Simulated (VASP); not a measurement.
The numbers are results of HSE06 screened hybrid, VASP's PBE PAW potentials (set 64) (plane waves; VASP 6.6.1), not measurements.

A VASP calculation is set up with these files.

### INCAR
```
SYSTEM = In33P32
PREC = Normal
ENCUT = 400
EDIFF = 1E-5
NELM = 50
ALGO = Normal
LREAL = Auto
LASPH = .TRUE.
ISMEAR = 0
SIGMA = 0.05
GGA = PE
LMAXMIX = 4
LWAVE = .FALSE.
LCHARG = .FALSE.
NELMIN = 4
ISYM = 0
NELECT = 258.0
HFSCREEN = 0.2
AEXX = 0.25
LHFCALC = .TRUE.
PRECFOCK = Fast
ISIF = 0
```

POSCAR:
```
In33P32
1
   11.9995217332     0.0000000000     0.0000000000
    0.0000000000    11.9995217332     0.0000000000
    0.0000000000     0.0000000000    11.9995217332
In P
33 32
Direct
  0.4971688462   0.9963469090   0.9965959599
  0.7539384180   0.2527037393   0.9966763136
  0.7535771009   0.9963218511   0.2528036305
  0.9996679659   0.0001763565   0.9998483120
  0.2491674777   0.2491913167   0.0007071207
  0.5005645985   0.5004547347   0.0007245635
  0.7499711487   0.7500338043   0.9998691036
  0.2489243761   0.9994049758   0.2492731831
  0.5138503274   0.2350905707   0.2370347648
  0.7495890697   0.5005502085   0.2495514824
  0.5005146757   0.9994318516   0.5006584012
  0.7497791854   0.2492350806   0.5011412629
  0.7495221767   0.0001976824   0.7497749232
  0.9958416049   0.4972281761   0.9966866877
  0.2527245497   0.7536939127   0.9960916480
  0.0003864385   0.2491786699   0.2495708911
  0.2345820282   0.5146958629   0.2357374545
  0.5008649469   0.7494073292   0.2493077290
  0.9965234305   0.9967483299   0.4973341586
  0.2375966444   0.2361980395   0.5138593157
  0.5146612730   0.5143805897   0.5154777354
  0.7540231090   0.7536141210   0.4973657687
  0.2526986438   0.9965837079   0.7536489560
  0.5009083985   0.2493055083   0.7504032801
  0.7535332423   0.4972617756   0.7541158916
  0.9958012681   0.7534376484   0.2527821779
  0.0002240131   0.5004015358   0.5008853382
  0.2491129632   0.7496343393   0.5011098587
  0.9966704370   0.2527280820   0.7537525497
  0.2490133052   0.5006642764   0.7503363200
  0.4972510260   0.7533993636   0.7542307410
  0.9998818383   0.7502927467   0.7499142422
  0.3755757660   0.3771479683   0.3742243529
  0.6344886402   0.1155455986   0.1156554031
  0.8749728179   0.3748702502   0.1265232782
  0.8748512891   0.1261802690   0.3751301333
  0.1245211421   0.1243570295   0.1248851519
  0.3747308654   0.3750224564   0.1274025394
  0.6255024250   0.6251604157   0.1246324323
  0.8748168197   0.8750801783   0.1239439019
  0.3748647023   0.1259957702   0.3749591003
  0.6231373075   0.3749876556   0.3755471785
  0.8749251779   0.6235964515   0.3752151610
  0.6247457180   0.1245248527   0.6252432451
  0.8749295608   0.3749788135   0.6242828622
  0.8748609166   0.1240112444   0.8747640856
  0.1147509684   0.6352277920   0.1148739309
  0.3750493588   0.8745691128   0.1260803018
  0.1268994476   0.3751108533   0.3751654768
  0.3749639797   0.6231585608   0.3752919588
  0.6240818951   0.8745697829   0.3750405867
  0.1161599038   0.1161292377   0.6340663186
  0.3754509097   0.3754208973   0.6238749268
  0.6351874401   0.6351938611   0.6352837298
  0.8750471964   0.8754508151   0.6260153522
  0.3749123222   0.1261729089   0.8752864211
  0.6240205956   0.3749968600   0.8755478685
  0.8750715739   0.6261001005   0.8750236654
  0.1257335687   0.8744971467   0.3752034843
  0.1245056595   0.6251396567   0.6256159425
  0.3749633083   0.8746186635   0.6243206426
  0.1258974310   0.3749723038   0.8756568476
  0.3750266843   0.6236298815   0.8753660191
  0.6259301341   0.8751852682   0.8751712380
  0.1239099463   0.8751902472   0.8749586975
```

### KPOINTS
```
kpoints
0
G
  1 1 1
```

POTCAR, in this order: In P (PBE.64 set). Program: vasp_gam. Read from the step before: WAVECAR.

What VASP printed:

### OSZICAR
```
       N       E                     dE             d eps       ncg     rms          rms(c)
DAV:   1    -0.319955485230E+03   -0.31996E+03   -0.15194E+01   324   0.716E+00    0.125E+01
DAV:   2    -0.320122147932E+03   -0.16666E+00   -0.75951E-01   382   0.137E+00    0.858E+00
DAV:   3    -0.320086882226E+03    0.35266E-01   -0.28171E-02   374   0.297E-01    0.501E+00
DAV:   4    -0.320069663291E+03    0.17219E-01   -0.10792E-02   376   0.159E-01    0.277E+00
DAV:   5    -0.320063716401E+03    0.59469E-02   -0.41113E-03   366   0.899E-02    0.148E+00
DAV:   6    -0.320061563994E+03    0.21524E-02   -0.98151E-04   350   0.473E-02    0.784E-01
DAV:   7    -0.320060770292E+03    0.79370E-03   -0.30938E-04   368   0.288E-02    0.409E-01
DAV:   8    -0.320060491541E+03    0.27875E-03   -0.11100E-04   352   0.180E-02    0.209E-01
DAV:   9    -0.320060398662E+03    0.92879E-04   -0.37940E-05   256   0.110E-02    0.107E-01
DAV:  10    -0.320060370289E+03    0.28373E-04   -0.18488E-05   216   0.828E-03    0.507E-02
DAV:  11    -0.320060363288E+03    0.70012E-05   -0.76589E-06   208   0.508E-03
   1 F= -.32006036E+03 E0= -.32006036E+03  d E =-.182059E-11
```

File OUTCAR:
```
------------------------ aborting loop because EDIFF is reached ----------------------------------------
  volume of cell :     1727.79
      direct lattice vectors                 reciprocal lattice vectors
    11.999521733  0.000000000  0.000000000     0.083336655  0.000000000  0.000000000
     0.000000000 11.999521733  0.000000000     0.000000000  0.083336655  0.000000000
     0.000000000  0.000000000 11.999521733     0.000000000  0.000000000  0.083336655
  FREE ENERGIE OF THE ION-ELECTRON SYSTEM (eV)
  ---------------------------------------------------
  free  energy   TOTEN  =      -320.0603632879 eV

  energy  without entropy=     -320.0603632879  energy(sigma->0) =     -320.06036329

  exchange ACFDT corr.  =         0.00000000  see jH, gK, PRB 81, 115126
```
(Selected blocks of OUTCAR.)

### OUTCAR
```
 val. band max:        3.2256496777   @ k =   0.0000   0.0000   0.0000

 cond. band min:       4.1911698350   @ k =   0.0000   0.0000   0.0000


 Fermi energy:         3.4678467110

 k-point     1 :       0.0000    0.0000    0.0000
  band No.  band energies     occupation
      1      -9.3601      2.00000
      2      -8.7017      2.00000
      3      -8.5209      2.00000
      4      -8.5176      2.00000
      5      -8.5119      2.00000
      6      -8.4640      2.00000
      7      -8.4631      2.00000
      8      -7.9675      2.00000
      9      -7.9652      2.00000
     10      -7.9602      2.00000
     11      -7.9562      2.00000
     12      -7.9210      2.00000
     13      -7.9186      2.00000
     14      -7.9155      2.00000
     15      -7.8681      2.00000
     16      -7.8667      2.00000
     17      -7.8547      2.00000
     18      -7.8527      2.00000
     19      -7.8525      2.00000
     20      -7.8473      2.00000
     21      -7.7753      2.00000
     22      -7.7739      2.00000
     23      -7.7734      2.00000
     24      -7.2345      2.00000
     25      -7.1913      2.00000
     26      -7.1901      2.00000
     27      -7.1662      2.00000
     28      -7.1651      2.00000
     29      -7.1629      2.00000
     30      -7.1134      2.00000
     31      -7.1127      2.00000
     32      -7.1115      2.00000
     33      -3.6782      2.00000
     34      -3.1049      2.00000
     35      -3.1014      2.00000
     36      -3.0986      2.00000
     37      -2.9099      2.00000
     38      -2.9089      2.00000
     39      -2.9087      2.00000
     40      -2.8519      2.00000
     41      -2.8504      2.00000
     42      -2.8497      2.00000
     43      -2.7994      2.00000
     44      -2.7989      2.00000
     45      -2.7976      2.00000
     46      -2.4755      2.00000
     47      -2.0605      2.00000
     48      -2.0598      2.00000
     49      -2.0585      2.00000
     50      -2.0310      2.00000
     51      -2.0307      2.00000
...
```

The cell is charged, with a uniform compensating background. The supercell is sampled at Γ alone, which is coarse: total energies, pressure and levels can be off, energies of defects by several tenths of an eV. Unless said otherwise, spin-orbit coupling is left out, though it shifts the bands of the heavy elements here.

The cell is a supercell with a defect, built from InP (zinc blende): In_i, charge +1. The cell's shape comes from a PBE relaxation. The run is not spin-polarised, so no state with unpaired spins was tried.
